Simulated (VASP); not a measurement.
**Rh: single point with PBEsol**

Rh:

```xyz
1
Lattice="0.0000 1.9148 1.9148 1.9148 0.0000 1.9148 1.9148 1.9148 0.0000" Properties=species:S:1:pos:R:3 pbc="T T T"
Rh    0.0000    0.0000    0.0000
```

| Property | Result |
| --- | --- |
| Program | VASP 6.6.1 |
| Task | single point |
| Functional | PBEsol |
| Potentials or basis | VASP PAW PBE potentials, release 64 (Rh_pv) |
| Cutoff | 600 eV |
| k mesh | 20 × 20 × 20 |
| Occupations | methfessel-paxton, width 0.1 eV |
| Spin | no spin polarisation |

```json
{
  "Pressure": "-10.7 GPa",
  "Band gap on the k mesh": "none (metal or under the smearing width)"
}
```

Levels at points of the mesh, in eV from the Fermi level:
| k point | band 4 | band 5 | band 6 | band 7 | band 8 | band 9 | band 10 | band 11 |
| --- | --- | --- | --- | --- | --- | --- | --- | --- |
| (0.00, 0.00, 0.00) | -7.90 | -3.00 | -3.00 | -3.00 | -0.96 | -0.96 | 15.94 | 20.42 |
| (0.50, 0.00, 0.00) | -6.00 | -3.07 | -3.07 | 0.55 | 0.55 | 0.67 | 8.37 | 15.44 |
| (0.50, 0.50, 0.00) | -6.15 | -5.80 | 0.53 | 0.95 | 0.95 | 3.15 | 11.95 | 13.10 |

Wall time 5.2 s on 4 MPI ranks on Intel(R) Xeon(R) 6975P-C (Granite Rapids), with other jobs on the host, peak memory 0.17 GiB a rank.

Caveat: the PAW data sets were made with another functional, which shifts forces and pressure a little.
